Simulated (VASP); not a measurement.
Calculation: PBEsol GGA with spin-orbit coupling, VASP's PBE PAW potentials (set 64) (plane waves; VASP).

VASP input:

### KPOINTS
```
Automatic mesh
0
Gamma
5 5 5
0 0 0
```

**POSCAR**
```
Tl2Pd
1
   -3.3560000000     3.3560000000     2.8740000000
    3.3560000000    -3.3560000000     2.8740000000
    3.3560000000     3.3560000000    -2.8740000000
Pd Tl
2 4
Direct
  0.2500000000   0.2500000000   0.0000000000
  0.7500000000   0.7500000000   0.0000000000
  0.6656000000   0.1656000000   0.8312000000
  0.1656000000   0.3344000000   0.5000000000
  0.3344000000   0.8344000000   0.1688000000
  0.8344000000   0.6656000000   0.5000000000
```

### INCAR
```
! general
SYSTEM        = Tl2Pd
PREC          = Accurate
ENCUT         = 300
LREAL         = F
LASPH         = T

! electronic loop
EDIFF         = 1E-6
NELM          = 100
ALGO          = Normal
LMAXMIX       = 4

! smearing
ISMEAR        = -1
SIGMA         = 0.1

! functional
GGA           = PS
GGA_COMPAT    = F

! spin
MAGMOM        = 18*0.0
LSORBIT       = T
LNONCOLLINEAR = T

! ions
ISIF          = 2

! output
LWAVE         = F
LCHARG        = F
LORBIT        = 11
```

POTCAR, in this order: Pd Tl_d (PBE.64 set). Program: vasp_ncl.

Output

File OSZICAR:
```
       N       E                     dE             d eps       ncg     rms          rms(c)
DAV:   1     0.349022950644E+03    0.34902E+03   -0.28195E+04  3096   0.106E+03
DAV:   2    -0.121937001167E+02   -0.36122E+03   -0.34812E+03  3306   0.297E+02
DAV:   3    -0.251911547423E+02   -0.12997E+02   -0.12682E+02  3450   0.518E+01
DAV:   4    -0.253383762413E+02   -0.14722E+00   -0.14674E+00  3328   0.527E+00
DAV:   5    -0.253404889826E+02   -0.21127E-02   -0.21126E-02  3300   0.673E-01    0.132E+01
DAV:   6    -0.247925032093E+02    0.54799E+00   -0.94106E-01  3276   0.597E+00    0.808E+00
DAV:   7    -0.246801119339E+02    0.11239E+00   -0.31974E-01  3204   0.335E+00    0.416E+00
DAV:   8    -0.246712091012E+02    0.89028E-02   -0.67629E-02  3260   0.151E+00    0.102E+00
DAV:   9    -0.246669745425E+02    0.42346E-02   -0.21481E-02  3204   0.934E-01    0.196E-01
DAV:  10    -0.246667687037E+02    0.20584E-03   -0.62286E-04  3332   0.168E-01    0.576E-02
DAV:  11    -0.246667442612E+02    0.24443E-04   -0.11928E-04  3244   0.650E-02    0.235E-02
DAV:  12    -0.246667447956E+02   -0.53439E-06   -0.95408E-06  3260   0.170E-02
   1 F= -.24666745E+02 E0= -.24607899E+02  d E =-.117692E+00  mag=     0.0000    -0.0000     0.0000
```

OUTCAR:
```
------------------------ aborting loop because EDIFF is reached ----------------------------------------
  FORCE on cell =-STRESS in cart. coord.  units (eV):
  Direction    XX          YY          ZZ          XY          YZ          ZX
  --------------------------------------------------------------------------------------
  Total       -0.4079285     -0.4079285     -0.2790045      0.0000000     -0.0000000      0.0000000
  in kB       -5.0478217     -5.0478217     -3.4524792      0.0000000     -0.0000000      0.0000000
  external PRESSURE =      -4.5160409 kB  Pullay stress =       0.0000000 kB
  volume of cell :      129.48
      direct lattice vectors                 reciprocal lattice vectors
    -3.356000000  3.356000000  2.874000000     0.000000000  0.148986889  0.173973556
     3.356000000 -3.356000000  2.874000000     0.148986889  0.000000000  0.173973556
     3.356000000  3.356000000 -2.874000000     0.148986889  0.148986889  0.000000000
 POSITION                                       TOTAL-FORCE (eV/Angst)
 -----------------------------------------------------------------------------------
      0.00000      0.00000      1.43700        -0.000000     -0.000000     -0.000000
      0.00000      0.00000      4.31100        -0.000000     -0.000000     -0.000000
      1.11151      4.46751     -0.00000        -0.008630     -0.008630      0.000000
      2.24449      1.11151      0.00000         0.008630     -0.008630     -0.000000
      2.24449     -1.11151      2.87400         0.008630      0.008630     -0.000000
      1.11151      2.24449      2.87400        -0.008630      0.008630     -0.000000
 -----------------------------------------------------------------------------------
    total drift:                               -0.000000     -0.000000     -0.000000
  FREE ENERGIE OF THE ION-ELECTRON SYSTEM (eV)
  ---------------------------------------------------
  free  energy   TOTEN  =       -24.6667447956 eV

  energy  without entropy=      -24.5490525446  energy(sigma->0) =      -24.60789867

 total charge

# of ion       s       p       d       tot
------------------------------------------
    1        0.411   0.393   8.594   9.398
    2        0.411   0.393   8.594   9.398
    3        1.094   0.514   9.642  11.250
    4        1.094   0.514   9.642  11.250
    5        1.094   0.514   9.642  11.250
    6        1.094   0.514   9.642  11.250
--------------------------------------------------
tot          5.197   2.843  55.757  63.798

 magnetization (x)

# of ion       s       p       d       tot
------------------------------------------
    1        0.000   0.000   0.000   0.000
    2        0.000   0.000   0.000   0.000
    3        0.000   0.000   0.000   0.000
    4       -0.000   0.000   0.000   0.000
    5        0.000   0.000   0.000   0.000
    6       -0.000   0.000   0.000   0.000
--------------------------------------------------
tot         -0.000   0.000   0.000   0.000

 magnetization (y)

# of ion       s       p       d       tot
------------------------------------------
    1       -0.000   0.000   0.000  -0.000
    2        0.000   0.000   0.000   0.000
    3       -0.000  -0.000  -0.000  -0.000
    4        0.000  -0.000   0.000   0.000
    5       -0.000  -0.000  -0.000  -0.000
    6        0.000  -0.000   0.000   0.000
--------------------------------------------------
tot          0.000  -0.000   0.000  -0.000

 magnetization (z)

# of ion       s       p       d       tot
------------------------------------------
    1        0.000   0.000   0.000   0.000
    2        0.000   0.000   0.000   0.000
    3        0.000   0.000   0.000   0.000
    4        0.000   0.000  -0.000   0.000
    5        0.000   0.000   0.000   0.000
    6        0.000   0.000  -0.000   0.000
--------------------------------------------------
tot          0.000   0.000  -0.000   0.000

 Ion:    1  E_soc:     -0.0702203

 Ion:    2  E_soc:     -0.0702203

 Ion:    3  E_soc:     -0.6319690

 Ion:    4  E_soc:     -0.6319690

 Ion:    5  E_soc:     -0.6319690

 Ion:    6  E_soc:     -0.6319690
```
(Selected blocks of OUTCAR.)

File OUTCAR:
```
 val. band max:        8.2014666316   @ k =   0.0000   0.0000   0.0000

 cond. band min:       8.2230407898   @ k =  -0.4000  -0.4000   0.4000


 Fermi energy:         8.2178336849

 k-point     1 :       0.0000    0.0000    0.0000
  band No.  band energies     occupation
      1      -4.4704      1.00000
      2      -4.4704      1.00000
      3      -4.4605      1.00000
      4      -4.4605      1.00000
      5      -4.4333      1.00000
      6      -4.4333      1.00000
      7      -4.4276      1.00000
      8      -4.4276      1.00000
      9      -4.3934      1.00000
     10      -4.3934      1.00000
     11      -4.3831      1.00000
     12      -4.3831      1.00000
     13      -4.3818      1.00000
     14      -4.3818      1.00000
     15      -4.3593      1.00000
     16      -4.3593      1.00000
     17      -2.4226      1.00000
     18      -2.4226      1.00000
     19      -2.4214      1.00000
     20      -2.4214      1.00000
     21      -2.3654      1.00000
     22      -2.3654      1.00000
     23      -2.3550      1.00000
     24      -2.3550      1.00000
     25      -2.3504      1.00000
     26      -2.3504      1.00000
     27      -2.3112      1.00000
     28      -2.3112      1.00000
     29      -2.3100      1.00000
     30      -2.3100      1.00000
     31      -2.3072      1.00000
     32      -2.3072      1.00000
     33      -2.2013      1.00000
     34      -2.2013      1.00000
     35      -2.1114      1.00000
     36      -2.1114      1.00000
     37      -2.0746      1.00000
     38      -2.0746      1.00000
     39      -2.0212      1.00000
     40      -2.0212      1.00000
     41      -1.9850      1.00000
     42      -1.9850      1.00000
     43       2.3032      1.00000
     44       2.3032      1.00000
     45       3.0252      1.00000
     46       3.0252      1.00000
     47       3.0252      1.00000
     48       3.0252      1.00000
     49       4.2733      1.00000
     50       4.2733      1.00000
     51       5.0440      1.00000
...
```

At this cut-off the stress carries a Pulay error, which pulls relaxed volumes low.

The structure comes from a measured Tl2Pd entry (I4/mcm) of the Crystallography Open Database, whose conditions weren't checked. The cell was not relaxed at this level. The run is one of a series of settings (GGA_COMPAT = .FALSE., LNONCOLLINEAR = .TRUE., LSORBIT = .TRUE., MAGMOM = 0.0 0.0 0.0 0.0 0.0 0.0 0.0 0.0 0.0 0.0 0.0 0.0 0.0 0.0 0.0 0.0 0.0 0.0, program vasp_ncl against the base run), some of them coarse on purpose.
